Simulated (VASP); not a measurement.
# A VASP study of LiTlICl (PBE + TS): structure first, properties next, part 2 of 2

What structure does LiTlICl take at this level, and what are its properties? The cell is invented: it takes the structure of a Materials Project entry for NaLiICl (space group 123 there), with some of its atoms replaced by other elements, volume scaled by an estimate. It may not be a known or stable phase.

VASP 6.6.1, plane waves and PAW; the level of theory is named at each step.

Still holding for the runs below: Plain TS starts from free neutral atoms, whose polarisability is far too large for alkali and alkaline-earth ions, so it can overbind such cells badly.

So far, gap on the k-mesh (eV): step 2 (rough relaxation of the start cell) 2.08; step 4 (single point with fields (PBE + TS)) 2.61; step 6 (density of states (PBE + TS)) 2.04; step 7 (volume scan with PBE + TS, volume scale 0.94) 2.41; step 8 (volume scan with PBE + TS, volume scale 0.96) 2.48.

## 10. Volume scan with PBE + TS, volume scale 1

INCAR reads:

```
SYSTEM = LiTlICl
PREC = Accurate
ENCUT = 650
EDIFF = 1E-06
NELM = 100
ISMEAR = 0
SIGMA = 0.05
LREAL = .FALSE.
ALGO = Normal
GGA = PE
IVDW = 20
NBANDS = 21
LORBIT = 11
LWAVE = .FALSE.
LCHARG = .FALSE.
KPAR = 2
ISIF = 2
```

POSCAR reads:

```
LiTlICl
1.0
    4.2623799472      0.0000000000      0.0000000000
    0.0000000000      4.2623799472      0.0000000000
    0.0000000000      0.0000000000      6.5091797265
Tl I Cl Li
1 1 1 1
Direct
    0.5000000000      0.5000000000      0.5000000000
    0.5000000000      0.5000000000      0.0000000000
    0.0000000000      0.0000000000      0.5000000000
    0.0000000000      0.0000000000      0.0000000000
```

KPOINTS reads:

```
Automatic mesh
0
Gamma
5 5 3
0 0 0
```

PAW data sets: Tl_d, I, Cl and Li_sv (PBE family, release 64).

Started as:

```console
$ mpirun -np 2 vasp_std
```

Wall time 17 s (2 MPI ranks of Intel Xeon 6975P-C (Granite Rapids), shared host); peak memory 0.53 GiB; 33 s of CPU time.

The pressure falls from 0.59 to 0.01 GPa.

The run ends at a pressure of 0.01 GPa.

## 11. Volume scan with PBE + TS, volume scale 1.02

INCAR is that of step 10.

POSCAR reads:

```
LiTlICl
1.0
    4.2906084516      0.0000000000      0.0000000000
    0.0000000000      4.2906084516      0.0000000000
    0.0000000000      0.0000000000      6.5522881333
Tl I Cl Li
1 1 1 1
Direct
    0.5000000000      0.5000000000      0.5000000000
    0.5000000000      0.5000000000      0.0000000000
    0.0000000000      0.0000000000      0.5000000000
    0.0000000000      0.0000000000      0.0000000000
```

KPOINTS is that of step 10.

Started as:

```console
$ mpirun -np 2 vasp_std
```

It took 17 s on 2 MPI ranks; peak memory 0.52 GiB; 34 s of CPU time.

The pressure falls from 0.01 to -0.49 GPa.

The run ends at a pressure of -0.49 GPa.

## 12. Volume scan with PBE + TS, volume scale 1.04

INCAR is that of step 11.

POSCAR reads:

```
LiTlICl
1.0
    4.3184703262      0.0000000000      0.0000000000
    0.0000000000      4.3184703262      0.0000000000
    0.0000000000      0.0000000000      6.5948366511
Tl I Cl Li
1 1 1 1
Direct
    0.5000000000      0.5000000000      0.5000000000
    0.5000000000      0.5000000000      0.0000000000
    0.0000000000      0.0000000000      0.5000000000
    0.0000000000      0.0000000000      0.0000000000
```

KPOINTS is that of step 11.

Started as:

```console
$ mpirun -np 2 vasp_std
```

It took 18 s on 2 MPI ranks; peak memory 0.55 GiB.

The pressure falls from -0.49 to -0.93 GPa.

The run ends at a pressure of -0.93 GPa.

## 13. Volume scan with PBE + TS, volume scale 1.06

A prediction first. A parabola through the 6 pressures of evenly scaled cells so far, P = 0.01 -27.2 t +84 t² GPa with t = ln(V/V₁) and V₁ the volume at scale 1, gives -1.29 GPa at t = +0.0583.

INCAR is that of step 12.

POSCAR reads:

```
LiTlICl
1.0
    4.3459772482      0.0000000000      0.0000000000
    0.0000000000      4.3459772482      0.0000000000
    0.0000000000      0.0000000000      6.6368431126
Tl I Cl Li
1 1 1 1
Direct
    0.5000000000      0.5000000000      0.5000000000
    0.5000000000      0.5000000000      0.0000000000
    0.0000000000      0.0000000000      0.5000000000
    0.0000000000      0.0000000000      0.0000000000
```

KPOINTS is that of step 12.

Started as:

```console
$ mpirun -np 2 vasp_std
```

The job ended after 18 s (2 MPI ranks; peak memory 0.55 GiB; 35 s of CPU time).

The pressure falls from -0.93 to -1.31 GPa. The parabola predicted -1.29 GPa, +0.02 GPa off.

## 14. Side by side

Times are for 2 MPI ranks of Intel Xeon 6975P-C (Granite Rapids), shared host. The runs compared:

| no. | volume scale | energy above the lowest point (meV/atom) | pressure (GPa) | gap on the k-mesh (eV) | time | memory (GiB) |
| --- | --- | --- | --- | --- | --- | --- |
| 1 | 0.94 | 9.17 | 2.014 | 2.406 | 17 s | 0.52 |
| 2 | 0.96 | 3.59 | 1.256 | 2.478 | 17 s | 0.52 |
| 3 | 0.98 | 0.65 | 0.5917 | 2.546 | 17 s | 0.52 |
| 4 | 1 | 0 | 0.01251 | 2.612 | 17 s | 0.53 |
| 5 | 1.02 | 1.36 | -0.4913 | 2.675 | 17 s | 0.52 |
| 6 | 1.04 | 4.45 | -0.9276 | 2.735 | 18 s | 0.55 |
| 7 | 1.06 | 9.06 | -1.308 | 2.793 | 18 s | 0.55 |

## 15. Fit for PBE + TS

This step: Birch-Murnaghan fit, PBE with TS; plane waves and PAW; invented cell (VASP 6.6.1).

No new run; the numbers come from the runs before.

Numbers from this step:

| Property | Result |
| --- | --- |
| pressure derivative of the bulk modulus | 5.939 |
| r.m.s. error of the fit | 1.02e-6 eV/atom |
| minimum inside the sampled range | yes |
| bulk modulus | 27.70 GPa |
| equilibrium volume of the fit | 29.45 Å³/atom |

The energy above the fitted minimum by volume:

| volume (Å³/atom) | energy above the fitted minimum (eV/atom) |
| --- | --- |
| 27.79 | 0.00921 |
| 28.38 | 0.00363 |
| 28.97 | 6.8e-4 |
| 29.56 | 3.8e-5 |
| 30.16 | 0.00140 |
| 30.75 | 0.00449 |
| 31.34 | 0.00909 |

The fitted volume lies -0.40 % from the relaxed one.

## 16. Vibrations at Γ (PBE + TS)

This step: PBE with TS; plane waves and PAW (Tl_d, I, Cl, Li_sv); invented cell (VASP 6.6.1).

Zone-centre modes test whether the atoms sit at a minimum within this cell. IBRION = 6 takes the force constants from differences of forces between displaced cells, so the forces must be tight.

Changes to INCAR since step 13:

```diff
@@ -3,3 +3,3 @@
 ENCUT = 650
-EDIFF = 1E-06
+EDIFF = 1E-08
 NELM = 100
@@ -16,2 +16,6 @@
 KPAR = 2
+IBRION = 6
+NFREE = 2
+POTIM = 0.015
 ISIF = 2
+NSW = 1
```

POSCAR reads:

```
LiTlICl
1.0
    4.2623799472      0.0000000000      0.0000000000
    0.0000000000      4.2623799472      0.0000000000
    0.0000000000      0.0000000000      6.5091797265
Tl I Cl Li
1 1 1 1
Direct
    0.5000000000      0.5000000000      0.5000000000
    0.5000000000      0.5000000000      0.0000000000
    0.0000000000      0.0000000000      0.5000000000
    0.0000000000      0.0000000000      0.0000000000
```

KPOINTS is that of step 13.

Started as:

```console
$ mpirun -np 2 vasp_std
```

It took 2.5 min on 2 MPI ranks; peak memory 0.78 GiB; 5 min of CPU time.

The last energy, forces, stress and levels in OUTCAR belong to the last displaced cell, not to the cell of POSCAR.

This step gave:

```
pressure of the cell      : 0.01775 GPa
largest force of the cell : 0 eV/Å
```

Transverse limit, no LO-TO splitting. Modes at Γ, with each element's share of the kinetic energy (negative means imaginary):

| mode | frequency (cm⁻¹) | symmetry | Tl % | I % | Cl % | Li % |
| --- | --- | --- | --- | --- | --- | --- |
| 1 | -197.0 | A2u | 0 | 0 | 26 | 73 |
| 2 | -0.7 | acoustic | 52 | 37 | 9 | 2 |
| 3 | -0.7 | acoustic | 52 | 37 | 9 | 2 |
| 4 | -0.4 | acoustic | 54 | 34 | 10 | 2 |
| 5 | 18.2 | Eu | 34 | 62 | 4 | 0 |
| 6 | 18.2 | Eu | 34 | 62 | 4 | 0 |
| 7 | 68.1 | A2u | 4 | 8 | 63 | 24 |
| 8 | 107.0 | A2u | 41 | 58 | 0 | 0 |
| 9 | 123.3 | Eu | 3 | 1 | 4 | 92 |
| 10 | 123.3 | Eu | 3 | 1 | 4 | 92 |
| 11 | 135.7 | Eu | 11 | 0 | 83 | 6 |
| 12 | 135.7 | Eu | 11 | 0 | 83 | 6 |

Displacements in mode 1 (-197.0 cm⁻¹), the largest set to 1:
```
Tl1  0.00  0.00  0.01
I2   0.00  0.00  0.00
Cl3  0.00  0.00 -0.27
Li4  0.00  0.00  1.00
```

Displacements in mode 9 (123.3 cm⁻¹), the largest set to 1:
```
Tl1  0.03 -0.03  0.00
I2   0.02 -0.03  0.00
Cl3 -0.07  0.09  0.00
Li4 -0.76  1.00  0.00
```

The three acoustic modes lie within 0.7 cm⁻¹ of zero, but one optical mode is imaginary, so the cell is a saddle point and not a minimum. By the characters of their eigenvectors the optical modes sort into (cm⁻¹) infrared active: A2u 197i, Eu 18, A2u 68, A2u 107, Eu 123, Eu 136.

## 17. Bands along the symmetry lines (PBE + TS + SOC)

This step: PBE with TS, spin-orbit coupling; plane waves and PAW (Tl_d, I, Cl, Li_sv); invented cell (VASP 6.6.1).

The mesh alone shows little of the dispersion and can miss band extrema, so KPOINTS_OPT adds a path through the symmetry points after the self-consistent cycle. Spin-orbit coupling needs spinors and the noncollinear program, where each band holds one electron.

INCAR reads:

```
SYSTEM = LiTlICl
PREC = Accurate
ENCUT = 650
EDIFF = 1E-06
NELM = 100
ISMEAR = 0
SIGMA = 0.05
LREAL = .FALSE.
ALGO = Normal
GGA = PE
IVDW = 20
LNONCOLLINEAR = .TRUE.
MAGMOM = 0 0 0 0 0 0 0 0 0 0 0 0
NBANDS = 42
GGA_COMPAT = .FALSE.
LASPH = .TRUE.
LSORBIT = .TRUE.
LORBIT = 11
LWAVE = .FALSE.
LCHARG = .FALSE.
KPAR = 2
```

POSCAR is that of step 16.

KPOINTS reads:

```
Automatic mesh
0
Gamma
4 4 3
0 0 0
```

KPOINTS_OPT reads:

```
Line mode
16
Line-mode
Reciprocal
  0.00000000   0.00000000   0.00000000 GAMMA
  0.00000000   0.50000000   0.00000000 X

  0.00000000   0.50000000   0.00000000 X
  0.50000000   0.50000000   0.00000000 M

  0.50000000   0.50000000   0.00000000 M
  0.00000000   0.00000000   0.00000000 GAMMA

  0.00000000   0.00000000   0.00000000 GAMMA
  0.00000000   0.00000000   0.50000000 Z

  0.00000000   0.00000000   0.50000000 Z
  0.00000000   0.50000000   0.50000000 R

  0.00000000   0.50000000   0.50000000 R
  0.50000000   0.50000000   0.50000000 A

  0.50000000   0.50000000   0.50000000 A
  0.00000000   0.00000000   0.50000000 Z

  0.00000000   0.50000000   0.00000000 X
  0.00000000   0.50000000   0.50000000 R

  0.50000000   0.50000000   0.00000000 M
  0.50000000   0.50000000   0.50000000 A
```

Started as:

```console
$ mpirun -np 2 vasp_ncl
```

It took 5.8 min on 2 MPI ranks; peak memory 1.3 GiB; 12 min of CPU time.

LASPH is switched on together with spin-orbit coupling, so the change from the scalar run holds both. VASP adds spin-orbit coupling inside the spheres on scalar-relativistic partial waves, which describe the 6p1/2 states imperfectly, so such gaps can be off by a tenth of an eV or more.

This step gave:

| Item | Value |
| --- | --- |
| SCF cycles | 15 |
| bands | 42 |
| free energy (TOTEN) | -13.32 eV |
| Fermi energy | 3.373 eV |
| pressure | -0.02880 GPa |
| least gap on mesh and path | 1.300 eV |
| least direct gap on mesh and path | 1.300 eV |
| valence top at k | 0, 0.5, 0.5 |
| conduction bottom at k | 0, 0.5, 0.5 |
| least direct gap at k | 0, 0.5, 0.5 |

On-site spin-orbit energy by atom:

| atom | on-site spin-orbit energy (eV) |
| --- | --- |
| Tl1 | -0.411 |
| I2 | -0.256 |
| Cl3 | -0.004 |
| Li4 | 0.000 |

Electronic bands along the path, in eV, zero at the valence-band top; v1 is the highest filled band, c1 the lowest empty one:

| point | v4 | v3 | v2 | v1 | c1 | c2 | c3 | c4 |
| --- | --- | --- | --- | --- | --- | --- | --- | --- |
| Γ | -2.38 | -2.38 | -2.21 | -2.21 | 2.34 | 2.34 | 4.35 | 4.35 |
| 0.47 of the way | -2.27 | -2.27 | -2.05 | -2.05 | 3.00 | 3.00 | 3.90 | 3.90 |
| X | -2.20 | -2.20 | -0.83 | -0.83 | 2.23 | 2.23 | 3.53 | 3.53 |
| 0.47 of the way | -3.13 | -3.13 | -1.97 | -1.97 | 3.17 | 3.17 | 3.61 | 3.61 |
| M | -3.20 | -3.20 | -3.16 | -3.16 | 2.44 | 2.44 | 4.40 | 4.40 |
| 0.47 of the way | -2.86 | -2.86 | -1.66 | -1.66 | 3.32 | 3.32 | 3.85 | 3.85 |
| Γ | -2.38 | -2.38 | -2.21 | -2.21 | 2.34 | 2.34 | 4.35 | 4.35 |
| 0.47 of the way | -2.23 | -2.23 | -2.08 | -2.08 | 2.55 | 2.55 | 4.10 | 4.10 |
| Z | -2.27 | -2.27 | -1.39 | -1.39 | 2.65 | 2.65 | 3.01 | 3.01 |
| 0.47 of the way | -2.33 | -2.33 | -0.92 | -0.92 | 2.36 | 2.36 | 3.12 | 3.12 |
| R | -2.06 | -2.06 | 0.00 | 0.00 | 1.30 | 1.30 | 2.23 | 2.23 |
| 0.47 of the way | -2.84 | -2.84 | -0.73 | -0.73 | 2.26 | 2.26 | 2.81 | 2.81 |
| A | -3.22 | -3.22 | -1.01 | -1.01 | 3.02 | 3.02 | 3.07 | 3.07 |
| 0.47 of the way | -2.53 | -2.53 | -0.65 | -0.65 | 2.25 | 2.25 | 2.92 | 2.92 |
| Z | -2.27 | -2.27 | -1.39 | -1.39 | 2.65 | 2.65 | 3.01 | 3.01 |
| jump to X | -2.20 | -2.20 | -0.83 | -0.83 | 2.23 | 2.23 | 3.53 | 3.53 |
| 0.47 of the way | -2.16 | -2.16 | -0.63 | -0.63 | 1.81 | 1.81 | 3.25 | 3.25 |
| R | -2.06 | -2.06 | 0.00 | 0.00 | 1.30 | 1.30 | 2.23 | 2.23 |
| jump to M | -3.20 | -3.20 | -3.16 | -3.16 | 2.44 | 2.44 | 4.40 | 4.40 |
| 0.47 of the way | -3.21 | -3.21 | -2.20 | -2.20 | 2.66 | 2.66 | 3.96 | 3.96 |
| A | -3.22 | -3.22 | -1.01 | -1.01 | 3.02 | 3.02 | 3.07 | 3.07 |

Of the projections kept (Tl, I, Cl, Li), the largest for each band there; the rest of the weight can lie on other orbitals:

| point | v4 | v3 | v2 | v1 | c1 | c2 | c3 | c4 |
| --- | --- | --- | --- | --- | --- | --- | --- | --- |
| Γ | I 0.52 | I 0.52 | I 0.88 | I 0.88 | I 0.53 | I 0.53 | I 0.88 | I 0.88 |
| X | I 0.99 | I 0.99 | Cl 0.60 | Cl 0.60 | Tl 0.78 | Tl 0.78 | I 0.58 | I 0.58 |
| M | Cl 0.99 | Cl 0.99 | I 0.83 | I 0.83 | Li 0.58 | Li 0.58 | I 0.66 | I 0.66 |
| Γ | I 0.52 | I 0.52 | I 0.88 | I 0.88 | I 0.53 | I 0.53 | I 0.88 | I 0.88 |
| Z | I 0.98 | I 0.98 | I 0.62 | I 0.62 | Tl 0.55 | Tl 0.55 | I 0.41 | I 0.41 |
| R | I 0.83 | I 0.83 | Tl 0.45 | Tl 0.45 | Tl 0.74 | Tl 0.74 | Tl 0.71 | Tl 0.71 |

The gap moves by -0.21 eV against PBE with TS, which ran on another mesh.

## 18. Optical spectrum (PBE + TS)

This step: PBE with TS; plane waves and PAW (Tl_d, I, Cl, Li_sv); invented cell (VASP 6.6.1).

LOPTICS sums transitions from filled to empty bands. The mesh is finer than in the run before. NBANDS is raised for it.

INCAR reads:

```
SYSTEM = LiTlICl
PREC = Accurate
ENCUT = 650
EDIFF = 1E-06
NELM = 100
ISMEAR = 0
SIGMA = 0.05
LREAL = .FALSE.
ALGO = Normal
GGA = PE
IVDW = 20
NBANDS = 47
LORBIT = 11
LWAVE = .FALSE.
LCHARG = .FALSE.
KPAR = 2
LOPTICS = .TRUE.
NEDOS = 1500
CSHIFT = 0.1
```

POSCAR is that of step 17.

KPOINTS reads:

```
Automatic mesh
0
Gamma
7 7 5
0 0 0
```

Started as:

```console
$ mpirun -np 2 vasp_std
```

It took 53 s on 2 MPI ranks; peak memory 1.1 GiB; 1.7 min of CPU time.

These are independent-particle spectra without excitons or local fields, and fine structure depends on the mesh and on CSHIFT.

Numbers from this step:

```yaml
scf_cycles: 14
bands: 47
irreducible_k_points: 30
free_energy_toten: -12.99 eV
fermi_energy: 3.422 eV
pressure: 0.1450 GPa
valence_top_at_k: 0.4286, 0, 0.4
conduction_bottom_at_k: 0.4286, 0, 0.4
least_direct_gap_at_k: 0.4286, 0, 0.4
gap_on_the_k_mesh: 2.045 eV
least_direct_gap_on_the_k_mesh: 2.045 eV
```

The imaginary dielectric function has structure finer than the step of the table below, so its rows give means over 1 eV, whole bins alone (the curve runs from 0 to 25.0 eV). Peaks (eV: height): xx 3.7: 2.47, 5.3: 8.28, 6.8: 8.30; zz 3.6: 9.59, 4.1: 11.2, 4.8: 8.10, 5.4: 7.05, 7.8: 5.52.

Imaginary dielectric function against photon energy; means over each step:

| photon energy (eV) | xx | zz |
| --- | --- | --- |
| 1 | 0.0370 | 0.0505 |
| 2 | 0.340 | 0.204 |
| 3 | 1.11 | 2.96 |
| 4 | 2.21 | 8.11 |
| 5 | 5.96 | 6.17 |
| 6 | 6.54 | 4.26 |
| 7 | 6.82 | 3.32 |
| 8 | 4.70 | 4.43 |
| 9 | 3.00 | 2.04 |
| 10 | 1.84 | 1.77 |
| 11 | 1.52 | 1.71 |
| 12 | 0.969 | 1.06 |
| 13 | 0.939 | 1.18 |
| 14 | 0.990 | 1.18 |
| 15 | 1.09 | 1.34 |
| 16 | 0.821 | 0.862 |
| 17 | 0.488 | 0.504 |
| 18 | 0.390 | 0.492 |
| 19 | 0.366 | 0.415 |
| 20 | 0.314 | 0.316 |
| 21 | 0.279 | 0.282 |
| 22 | 0.289 | 0.288 |
| 23 | 0.218 | 0.178 |
| 24 | 0.135 | 0.120 |

Table of real dielectric function by photon energy:

| photon energy (eV) | xx | zz |
| --- | --- | --- |
| 0.0 | 4.91 | 5.63 |
| 0.5 | 4.95 | 5.69 |
| 1.0 | 5.06 | 5.86 |
| 1.5 | 5.31 | 6.19 |
| 2.0 | 5.72 | 6.79 |
| 2.5 | 6.10 | 8.06 |
| 3.0 | 6.14 | 8.62 |
| 3.5 | 6.54 | 8.93 |
| 4.0 | 6.70 | 6.83 |
| 4.5 | 7.14 | 2.33 |
| 5.0 | 7.92 | 1.78 |
| 5.5 | 4.47 | 0.0842 |
| 6.0 | 1.45 | 0.0565 |
| 6.5 | 3.43 | 0.429 |
| 7.0 | 0.232 | 1.56 |
| 7.5 | -0.911 | 1.61 |
| 8.0 | -1.34 | -0.509 |
| 8.5 | -1.37 | -1.52 |
| 9.0 | -1.81 | -0.339 |
| 9.5 | -1.38 | -0.0912 |
| 10.0 | -0.734 | -0.234 |
| 10.5 | -0.432 | 0.187 |
| 11.0 | -0.766 | -0.146 |
| 11.5 | -0.554 | -0.267 |
| 12.0 | -0.350 | 0.0547 |
| 12.5 | -0.0510 | 0.345 |
| 13.0 | 0.260 | 0.501 |
| 13.5 | 0.153 | 0.293 |
| 14.0 | 0.156 | 0.111 |
| 14.5 | 0.236 | 0.322 |
| 15.0 | 0.326 | 0.284 |
| 15.5 | -0.0226 | -0.296 |
| 16.0 | -0.266 | -0.209 |
| 16.5 | -0.0332 | -0.155 |
| 17.0 | -0.00868 | 0.0445 |
| 17.5 | 0.141 | 0.182 |
| 18.0 | 0.222 | 0.155 |
| 18.5 | 0.280 | 0.231 |
| 19.0 | 0.225 | 0.107 |
| 19.5 | 0.330 | 0.267 |
| 20.0 | 0.311 | 0.290 |
| 20.5 | 0.346 | 0.342 |
| 21.0 | 0.426 | 0.412 |
| 21.5 | 0.406 | 0.393 |
| 22.0 | 0.425 | 0.391 |
| 22.5 | 0.391 | 0.352 |
| 23.0 | 0.449 | 0.416 |
| 23.5 | 0.428 | 0.460 |
| 24.0 | 0.486 | 0.485 |
| 24.5 | 0.534 | 0.557 |

This mesh misses the point of the least direct gap (1.51 eV in the band run), so the true onset lies lower. The mean of ε2 over directions passes 5 % of its top at 1.99 eV, against a least direct gap of 2.05 eV on this mesh; what lies under the gap is the tail of the broadening by CSHIFT.

## 19. Outcome

| Property | Result |
| --- | --- |
| relaxed volume | 29.56 Å³/atom |
| relaxed conventional cell a, b, c | 4.262, 4.262, 6.509 Å |
| space group after relaxing, within 0.02 Å | P4/mmm (No. 123) |
| band gap | 1.51 eV, direct |
| gap among the points of the DOS mesh alone, an upper bound | 2.04 eV |
| bulk modulus from the fit | 27.7 GPa |
| volume from the fit | 29.4 Å³/atom |
| highest zone-centre mode | 136 cm⁻¹ |
| imaginary zone-centre modes | 1, down to 197i cm⁻¹ |
| band gap (PBE + TS + SOC) | 1.30 eV, direct |
| strongest peak of ε2, mean over directions | 5.36 eV |
| ε1 at zero frequency, no local fields, mean | 5.15 |

What this shows: With PBE + TS, LiTlICl relaxes to 29.56 Å³/atom in space group P4/mmm (held by the symmetry of the run), has a direct gap of 1.51 eV and has a bulk modulus of 27.7 GPa at fixed shape and positions, an upper bound. Band structure (PBE + TS): On this path the gap is direct, 1.51 eV, with the valence top at R and the conduction bottom at R. Vibrations at Γ (PBE + TS): The highest mode in this list at Γ, 135.7 cm⁻¹, is mostly motion of Cl (83 % of the kinetic energy). 1 mode is imaginary, down to 197.0i cm⁻¹: the energy falls along it. Bands along the symmetry lines (PBE + TS + SOC): The path shows a direct gap of 1.30 eV (valence top at R, conduction bottom at R). LASPH was switched on together with spin-orbit coupling, so shifts put down to the coupling hold both changes. Semilocal functionals usually underestimate gaps. Imaginary modes at Γ mean that the cell would distort to a lower symmetry. No search among competing phases was made. All values are for a static lattice at zero temperature.

[Lines on the potential files, build, host, timing and source positions are cut from VASP's logs without a mark.]

[Logs are printed without paths, hosts, clocks, repeated set-up lines and the standing remarks that a program may print on its own settings, such as how far it seeks lower states.]

[Hosts, paths, dates, database ids (printed as entryN), source tags and the programs' standing remarks are cut or masked in the printed files.]

[A measured line is paired with the nearest computed mode of its activity, which favours agreement.]
